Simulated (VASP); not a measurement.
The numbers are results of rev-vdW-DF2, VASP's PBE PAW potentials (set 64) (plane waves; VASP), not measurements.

VASP input:

INCAR:
```
! general
SYSTEM   = WC
PREC     = Accurate
ENCUT    = 520   ! plane-wave cut-off (eV)
LREAL    = F   ! projection in real space or not
LASPH    = T

! electronic loop
EDIFF    = 1E-7   ! SCF stop (eV)
NELM     = 100   ! most electronic steps
ALGO     = Normal   ! blocked Davidson
LMAXMIX  = 6   ! l cut-off of mixed one-centre charges

! smearing
ISMEAR   = -5   ! tetrahedra, Bloechl

! functional
GGA      = MK
LUSE_VDW = T
AGGAC    = 0.0
PARAM1   = 0.1234568
PARAM2   = 0.7114
ZAB_VDW  = -1.8867

! ions
ISIF     = 2   ! forces and stress, cell fixed

! output
LWAVE    = F
LCHARG   = T
LORBIT   = 11   ! lm-projected
NEDOS    = 601   ! DOS grid
```

File POSCAR:
```
WC
1
    1.4581040455    -2.5255103650    -0.0000000000
    1.4581040455     2.5255103650    -0.0000000000
    0.0000000000    -0.0000000000     2.8439427996
W C
1 1
Direct
  0.0000000000   0.0000000000   0.0000000000
  0.3333330000   0.6666670000   0.5000000000
```

KPOINTS:
```
Automatic mesh
0
Gamma
16 16 14
0 0 0
```

POTCAR, in this order: W_sv C (PBE.64 set). Program: vasp_std.

What VASP printed:

File OSZICAR:
```
       N       E                     dE             d eps       ncg     rms          rms(c)
DAV:   1     0.116844941683E+03    0.11684E+03   -0.98973E+03  6256   0.154E+03
DAV:   2    -0.179446229695E+02   -0.13479E+03   -0.13176E+03  7150   0.385E+02
DAV:   3    -0.221000281328E+02   -0.41554E+01   -0.41230E+01  7592   0.621E+01
DAV:   4    -0.221412304468E+02   -0.41202E-01   -0.41168E-01  6845   0.658E+00
DAV:   5    -0.221415659341E+02   -0.33549E-03   -0.33541E-03  7360   0.613E-01    0.317E+01
DAV:   6    -0.191530662919E+02    0.29885E+01   -0.98353E+00  7045   0.318E+01    0.823E+00
DAV:   7    -0.190789719225E+02    0.74094E-01   -0.46286E-01  6575   0.609E+00    0.608E+00
DAV:   8    -0.190543202435E+02    0.24652E-01   -0.70567E-02  6920   0.257E+00    0.864E-01
DAV:   9    -0.190533989062E+02    0.92134E-03   -0.34141E-03  6755   0.476E-01    0.146E-01
DAV:  10    -0.190533733394E+02    0.25567E-04   -0.29460E-04  7220   0.229E-01    0.720E-02
DAV:  11    -0.190533751000E+02   -0.17606E-05   -0.18335E-05  6855   0.411E-02    0.120E-02
DAV:  12    -0.190533737403E+02    0.13597E-05   -0.55171E-06  6850   0.236E-02    0.306E-03
DAV:  13    -0.190533736954E+02    0.44942E-07   -0.10874E-07  4405   0.347E-03
   1 F= -.19053374E+02 E0= -.19053374E+02  d E =0.000000E+00
```

### OUTCAR
```
------------------------ aborting loop because EDIFF is reached ----------------------------------------
  FORCE on cell =-STRESS in cart. coord.  units (eV):
  Direction    XX          YY          ZZ          XY          YZ          ZX
  --------------------------------------------------------------------------------------
  Total       -0.0151179     -0.0151179      0.0718908      0.0000000      0.0000000     -0.0000000
  in kB       -1.1564174     -1.1564175      5.4991438      0.0000000      0.0000000     -0.0000000
  external PRESSURE =       1.0621030 kB  Pullay stress =       0.0000000 kB
  volume of cell :       20.95
      direct lattice vectors                 reciprocal lattice vectors
     1.458104046 -2.525510365  0.000000000     0.342911057 -0.197979785  0.000000000
     1.458104046  2.525510365  0.000000000     0.342911057  0.197979785  0.000000000
     0.000000000  0.000000000  2.843942800     0.000000000  0.000000000  0.351624512
 POSITION                                       TOTAL-FORCE (eV/Angst)
 -----------------------------------------------------------------------------------
      0.00000      0.00000      0.00000        -0.000000      0.000000      0.000000
      1.45810      0.84184      1.42197         0.000000      0.000000      0.000000
 -----------------------------------------------------------------------------------
    total drift:                                0.000000     -0.000390      0.000000
  FREE ENERGIE OF THE ION-ELECTRON SYSTEM (eV)
  ---------------------------------------------------
  free  energy   TOTEN  =       -19.0533736954 eV

  energy  without entropy=      -19.0533736954  energy(sigma->0) =      -19.05337370

 total charge

# of ion       s       p       d       tot
------------------------------------------
    1        2.348   6.418   3.401  12.167
    2        0.853   1.575   0.000   2.428
--------------------------------------------------
tot          3.201   7.992   3.401  14.594
```
(Selected blocks of OUTCAR.)

For a metal the tetrahedron method with Blöchl corrections gives inexact stress and forces.

The compound is WC in the wc structure. It was relaxed first.
